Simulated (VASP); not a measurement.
Data:

```
Te
1.0
    2.27460    -3.93972     0.00000
    2.27460     3.93972     0.00000
    0.00000     0.00000     6.04860
Te
3
Direct
  0.00000   0.26300   0.66667
  0.73700   0.73700   0.00000
  0.26300   0.00000   0.33333
```

These are PBE GGA, VASP's PBE PAW potentials (set 64) (plane waves; VASP 6.6.1) values and carry that method's errors. Run with 400 eV cut-off, 5×5×4 Monkhorst-Pack mesh, Gaussian smearing of 0.050 eV, potentials Te.

Problem. Give the stress tensor in GPa (positive for a compressed cell).

Solution. 
```
-0.58   0.00   0.00
 0.00  -0.58   0.00
 0.00   0.00  -1.26
```
The pressure is its mean diagonal, -0.81 GPa.

The compound is Te in the trig structure. The cell was not relaxed at this level. The run is one of a series of settings (KPOINTS 5×5×4 Monkhorst-Pack mesh against the base run), some of them coarse on purpose.
